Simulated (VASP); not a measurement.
## SnO$_{2}$ (space group Pbcn): computed properties

Calculation: r2SCAN meta-GGA, VASP's PBE PAW potentials (set 64) (plane waves; VASP 6.6.1).

```yaml
space_group: Pbcn (60)
cell: a = 4.7380 Å, b = 5.7516 Å, c = 5.2481 Å, α = 90.00°, β = 90.00°, γ = 90.00°
volume_per_atom: 11.92 Å³/atom
band gap (over mesh and band path): 2.04 eV
smallest direct gap (over mesh and band path): 2.05 eV
band_edge_character: indirect, Γ-X at 0.75 to Γ
density: 7.00 g/cm³
```

```xyz
12
Lattice="4.7380 0.0000 0.0000 0.0000 5.7516 0.0000 0.0000 0.0000 5.2481" Properties=species:S:1:pos:R:3 pbc="T T T"
Sn     2.3690     3.8274     3.9361
Sn     2.3690     1.9242     1.3120
Sn     0.0000     4.7999     1.3120
Sn     0.0000     0.9516     3.9361
O      3.4599     3.4922     0.4127
O      1.2781     2.2594     4.8354
O      3.6471     5.1352     3.0368
O      1.0909     0.6164     2.2113
O      1.0909     5.1352     4.8354
O      3.6471     0.6164     0.4127
O      1.2781     3.4922     2.2113
O      3.4599     2.2594     3.0368
```

The path is coarsely sampled, so an indirect gap can come out somewhat too large. Unless said otherwise, spin-orbit coupling is left out, though it shifts the bands of the heavy elements here.

The structure comes from a computed database's SnO2 entry (Pbcn); how it stands against other phases isn't given here. It was relaxed first. Symmetry was kept, so distortions that lower it aren't found.
